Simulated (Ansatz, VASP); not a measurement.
# PtSe2 (Sudovikovite) in two plane-wave programs, part 2 of 2

Wanted: the spread between two codes on one cell, functional and k mesh. The cell is taken from a series of runs on this material, whose earlier steps may have relaxed, scaled, displaced or heated it; both programs get it as it stands.

VASP 6.6.1 and Ansatz 0.2.0.

So far: The starting structure; VASP: zone-centre phonons, PBEsol with D3(BJ).

**3. Ansatz: zone-centre phonons, PBEsol with D3(BJ)**

Level of this step: Ansatz beside VASP: Kohn-Sham DFT, plane waves, PBEsol with D3(BJ) (Ansatz).

Ansatz runs on its PAW soft_1 files.

The same cell, functional, mesh and smearing now go to Ansatz, which takes its cutoff from its data sets.

File input.yaml:

```yaml
crystal:
  lattice:
    - [3.7482747979, 0.0, 0.0]
    - [-1.8741373989, 3.2461011953, 0.0]
    - [0.0, 0.0, 4.6995832312]
  atoms:
    - { symbol: Se, position: [0.3333333333, 0.6666666667, 0.268684433] }
    - { symbol: Se, position: [0.6666666667, 0.3333333333, 0.731315567] }
    - { symbol: Pt, position: [0.0, 0.0, 0.0] }
kpoints:
  mp_grid: { grid: [15, 15, 8] }
hamiltonian:
  xc: pbesol
  dispersion: d3bj
  pseudopotentials: { kind: paw, azcp: { folder: soft_1 }, xc_functional: pbe }
scf:
  occupations: { method: methfessel_paxton, width: 0.2 }
output:
  eigenvalues: true
phonons:
  method: dfpt
```

Run with:

```console
$ ansatz run input.yaml --threads 4 --pin off --max-ram 10240MiB --backend cpu --events-out ev --progress --plain --runs-dir out
```

Numbers of over 12 decimals in the logs are rounded to 6 here.

The log of the run:

```text
Engine: ansatz 0.2.0, aarch64-unknown-linux-gnu
Pseudopotentials: kind: paw
Pseudopotential: Se, paw, valence charge 16, recommended cutoff 420 eV (normal), soft_1/Se.paw.azcp
Pseudopotential: Pt, paw, valence charge 18, recommended cutoff 420 eV (normal), soft_1/Pt.paw.azcp
Functional definition: PBEsol
  exchange = pbesol_x
  correlation = pbesol_c
Crystal: 3 atoms, lattice volume = 57.181 Å³
Basis set: ecut = 420 eV, 1119 PW (Γ), exchange–correlation on 54×54×64 points (8 copies of the dense FFT grid, shifted against one another)
Bands: 30, of which v1, the nominal top of the filled ones, is band 25 counted from 1 (24 counted from 0)
Symmetry: 12 space group operations
k-points: 488 of 1800 (irreducible under 2 space group operations, time reversal used)
Non-local potential: Se, projectors of the file, l = 0: 2, l = 1: 2, l = 2: 3, l = 3: 1
Non-local potential: Pt, projectors of the file, l = 0: 3, l = 1: 2, l = 2: 2, l = 3: 1
PAW form: soft (Blöchl's): semilocal exchange-correlation on the pseudo side does not see the compensation charge
PAW frozen core: Se, regenerated for the run's functional, and the local potential with it (the file was generated under x = pbe(κ = 0.804, μ = 0.219515), c = pbe(β = 0.066725))
PAW frozen core: Pt, regenerated for the run's functional, and the local potential with it (the file was generated under x = pbe(κ = 0.804, μ = 0.219515), c = pbe(β = 0.066725))
PAW one-centre angular grid: Se, 590 points (default); XC on 64 Gauss nodes
PAW one-centre angular grid: Pt, 590 points (default); XC on 64 Gauss nodes
Initial density: superposition of atomic densities (chi_scale 0.1, normalization cell, long waves kept (reshape's long-wave potential 0.01 eV rms))
Initial wavefunctions: pseudopotential atomic-orbital guess
Functional: x = pbesol(κ = 0.804, μ = 0.123457), c = pbesol(β = 0.046)
SCF iter   1: F=—  HF=-23236.614345 eV  |F-HF|=—  |Δ(HF+E_count)|=         —  Δρ=5.07e-2  dr2=7.48e-1  ethr=3.10e-3  ⟨swp⟩=4.9  Hψ=53002  notcnv=0
preconditioner: auto → Kerker (q_TF=auto, 2.668 Å⁻¹)  [metal: Δε(μ)=0.019 eV  Ē_g=10.220 eV  σ=0.200 eV  W_gap=0.08  n_scr=20 (ndim 8)  ℏωp=23.0 eV  f_vac=0.004  D(μ)=0.54/eV (n_scr^D=0)]
SCF iter   2: F=—  HF=-23236.460815 eV  |F-HF|=—  |Δ(HF+E_count)|=   1.54e-1  S|Δr|=    0.00e0  Δρ=2.54e-2  dr2=2.18e-1  ethr=1.50e-3  ⟨swp⟩=2.0  Hψ=20644  notcnv=0  defer=156
SCF iter   3: F=—  HF=-23236.408995 eV  |F-HF|=—  |Δ(HF+E_count)|=   5.18e-2  S|Δr|=    0.00e0  Δρ=8.35e-3  dr2=3.49e-2  ethr=4.36e-4  ⟨swp⟩=2.0  Hψ=16720  notcnv=0  defer=156
SCF iter   4: F=—  HF=-23236.400802 eV  |F-HF|=—  |Δ(HF+E_count)|=   8.19e-3  S|Δr|=    0.00e0  Δρ=1.41e-3  dr2=2.61e-3  ethr=6.98e-5  ⟨swp⟩=3.0  Hψ=26981  notcnv=0  defer=156
SCF iter   5: F=—  HF=-23236.400402 eV  |F-HF|=—  |Δ(HF+E_count)|=   4.00e-4  S|Δr|=    0.00e0  Δρ=7.73e-4  dr2=6.63e-4  ethr=5.23e-6  ⟨swp⟩=2.0  Hψ=24746  notcnv=0  defer=156
SCF iter   6: F=—  HF=-23236.400194 eV  |F-HF|=—  |Δ(HF+E_count)|=   2.08e-4  S|Δr|=    0.00e0  Δρ=2.67e-4  dr2=7.79e-5  ethr=1.33e-6  ⟨swp⟩=2.0  Hψ=24743  notcnv=0  defer=156
SCF iter   7: F=—  HF=-23236.400196 eV  |F-HF|=—  |Δ(HF+E_count)|=   2.16e-6  S|Δr|=    0.00e0  Δρ=5.59e-5  dr2=2.65e-6  ethr=1.56e-7  ⟨swp⟩=2.0  Hψ=19155  notcnv=0  defer=156
SCF iter   8: F=—  HF=-23236.400199 eV  |F-HF|=—  |Δ(HF+E_count)|=   2.53e-6  S|Δr|=    0.00e0  Δρ=2.51e-5  dr2=5.44e-7  ethr=5.30e-9  ⟨swp⟩=2.0  Hψ=25380  notcnv=0  defer=156
SCF iter   9: F=—  HF=-23236.400199 eV  |F-HF|=—  |Δ(HF+E_count)|=   3.07e-8  S|Δr|=    0.00e0  Δρ=9.37e-6  dr2=5.73e-8  ethr=1.09e-9  ⟨swp⟩=2.0  Hψ=19183  notcnv=0  defer=156
SCF iter  10: F=—  HF=-23236.400199 eV  |F-HF|=—  |Δ(HF+E_count)|=   8.67e-9  S|Δr|=    0.00e0  Δρ=3.98e-6  dr2=8.06e-9  ethr=1.15e-10  ⟨swp⟩=2.0  Hψ=20242  notcnv=0  defer=156
SCF iter  11: F=—  HF=-23236.400199 eV  |F-HF|=—  |Δ(HF+E_count)|=   1.42e-9  S|Δr|=    0.00e0  Δρ=1.03e-6  dr2=6.98e-10  ethr=1.61e-11  ⟨swp⟩=2.4  Hψ=24600  notcnv=0  defer=156
SCF iter  12: F=—  HF=-23236.400199 eV  |F-HF|=—  |Δ(HF+E_count)|=  2.98e-10  S|Δr|=    0.00e0  Δρ=4.80e-7  dr2=7.64e-11  ethr=1.40e-12  ⟨swp⟩=2.9  Hψ=26261  notcnv=0  defer=156
SCF iter  13: F=-23236.400199 eV  HF=-23236.400199 eV  |F-HF|=3.64e-12  |Δ(HF+E_count)|=  3.64e-11  S|Δr|=    0.00e0  Δρ=9.64e-8  dr2=3.97e-12  ethr=1.00e-12  ⟨swp⟩=6.7  Hψ=70418  notcnv=0
the search or the solves at the SCF's close seem to have found levels that the self-consistency loop had missed (the run counts 2). By its estimate they hold under 1e-12 electrons; where the run keeps them, the occupations were computed again with them
SCF 1 converged in 13 iterations: F = -23236.400199 eV  dr2 = 3.97e-12
  greatest PAW one-centre occupation: 1.000 electrons in one spin orbital (limit 2), on the Pt atom at site 2 (counted from 0), in its partial waves of l = 0
DFPT response loops at Γ: preconditioner auto → Kerker (q_TF=auto, 2.668 Å⁻¹) (partly filled bands, converged f_vac=0.012); β = 1.00, the filter's whole step (`scf.mixing.beta` (0.50) is not read by the response loops under this deck's `scf.mixing.preconditioner`; to damp them name `kerker` or `kerker_dos`, under which they read `scf.mixing.beta`, and type it under 1.00, their step now; both keys bind the ground state too); Broyden in place of MSR1
SCF converged after 13 iterations
Stability not checked: this state was not tested for a lower state beside it, because cold or Methfessel-Paxton smearing, or corrected tetrahedra, fill the levels in a way that the test cannot read (fill_not_monotonic; see scf.lower_state_search)
Free energy (F): -23236.400199 eV
Harris-Foulkes:  -23236.400199 eV  (|F-HF|=3.64e-12)
Internal energy: -23236.401718 eV  (E = F + TS)
E sigma→0 (E₀):  -23236.400579 eV
Entropy (-TS):   0.001519 eV (0.506 meV/atom)
Fermi energy:    13.896277 eV
--- Per-component energies (eV) ---
  E_band       = -929.129222
  E_kinetic    = 819.241127
  E_local      = -6720.851724  (includes V_loc(G=0)·N_el)
  E_nonlocal   = -497.214468
  E_hartree    = 3311.552661
  E_xc         = -401.110172
  E_vxc        = -452.903483  (∫ρ·V_xc dr)
  E_paw        = -13519.414144  (= ΣΔE_a)
  E_vpaw       = -700.506341  (= ΣTr[D̂ρ^β])
  E_aug_tail   = 0.000332  (compensation charges beyond the density's cutoff)
  E_ewald      = -6229.544305
  E_disp       = -1.364961  (pairwise vdW)
  E_core_change = 2.303935  (= ΣΔE_core)
  E_smearing   = 0.001519  (= −TS)
  E_closure    = -0.000000  (closes the sum)
  Σ components = -23236.400199   (vs F -23236.400199, Δ=0.00e0)
--- Band table (eV; the first three rows and the last of 488) ---
  k-point 0: bands = [... 21 lower, 11.4167, 12.8877, 12.8877, 14.8343, 14.9197, 14.9197, 16.9930, 18.1343, ... 1 higher]
  k-point 1: bands = [... 21 lower, 11.4070, 12.7338, 12.7338, 14.3401, 15.1433, 15.1433, 17.1703, 18.6161, ... 1 higher]
  k-point 2: bands = [... 21 lower, 11.3563, 12.4266, 12.4266, 13.3633, 15.6462, 15.6462, 17.7126, 19.5127, ... 1 higher]
  k-point 487: bands = [... 21 lower, 10.5471, 10.7711, 11.3561, 12.6160, 14.7265, 15.2389, 18.5932, 20.7972, ... 1 higher]
--- Phonons (Γ-DFPT): 4 representative perturbations + reference, on 488 of 1800 k-points (Σ response iterations 12) ---
  k mesh reduced under 2 symmetry operations, with k and −k counted as one. Each operation leaves every solved perturbation unchanged. A smaller set is not used because it would not reduce the number of displacements times k-points to solve
  ASR residual: 4.357e-5 → 0.000e0 eV/Å²; symmetrization residual: 1.716e-5 eV/Å²
  pairwise dispersion correction: d3bj (s6 = 1.0, s8 = 2.9491, a1 = 0.4466, a2_bohr = 6.1742), with the weights of each atom's references fixed at the reference crystal's, and the forces and stress that the weights' published response gives there kept as a pressure on the atom's counted neighbours (hamiltonian.dispersion)
  ASR residual per site (eV/Å²): 2.95e-5 2.95e-5 4.36e-5
  Γ frequencies (cm⁻¹): 0.00 0.00 0.00 165.12 165.12 211.66 218.68 218.68 220.22
  non-analytic LO–TO correction: not included (Born effective charges unavailable; polar crystals: no LO–TO splitting at Γ)
```

In the SCF lines HF is the Harris–Foulkes energy and dr2 the Hartree energy of the density residual, in eV; the loop may stop once dr2 is under the threshold and the program's other checks hold. Hψ counts applications of the Hamiltonian.

**4. Differences**

Known differences besides the potentials themselves: the data sets hold 50 valence electrons in Ansatz (on its PAW soft_1 files) and 22 in VASP; the cutoff is 420 eV in Ansatz and 500 eV in VASP; Ansatz makes its cores anew for this functional, VASP keeps those of its PBE data sets; Ansatz takes the dispersion share of the force constants at frozen C6 weights, VASP differentiates the full forces; VASP uses finite displacements, Ansatz perturbation theory. Total energies have different zeros and are not compared.

The two programs side by side:

| quantity | Ansatz | VASP | difference |
| --- | --- | --- | --- |
| optical mode 1 to 2 (cm⁻¹) | 165.1 | 165.4 | -0.17 % |
| optical mode 3 (cm⁻¹) | 211.7 | 212.1 | -0.20 % |
| optical mode 4 to 5 (cm⁻¹) | 218.7 | 219.7 | -0.46 % |
| optical mode 6 (cm⁻¹) | 220.2 | 220.8 | -0.26 % |

Modes are paired by rising frequency, not by their patterns, so a pair may set unlike modes beside each other; they are those without the splitting of longitudinal modes.

**5. Summary of results**

```yaml
r_m_s_difference_of_the_optical_zone_centre_modes_each_program_s_sorted_by_frequency_zone_centre_phonons_pbesol_with_d3_bj: 0.67 cm⁻¹
```

The r.m.s. difference of the optical zone-centre modes, each program's sorted by frequency is 0.67 cm⁻¹ (zone-centre phonons, PBEsol with D3(BJ)). The data sets hold unlike numbers of valence electrons (50 in Ansatz and 22 in VASP), so part of the differences comes from the potentials. Such differences can come from data sets, numerical settings and the points named under the comparisons, not from the functional's error against experiment.

[Lines on the potential files, build, host, timing and source positions are cut from VASP's logs without a mark.]

[Logs are printed without paths, hosts, clocks, repeated set-up lines and the standing remarks that a program may print on its own settings, such as how far it seeks lower states.]

[Hosts, paths, dates, database ids (printed as entryN), source tags and the programs' standing remarks are cut or masked in the printed files.]
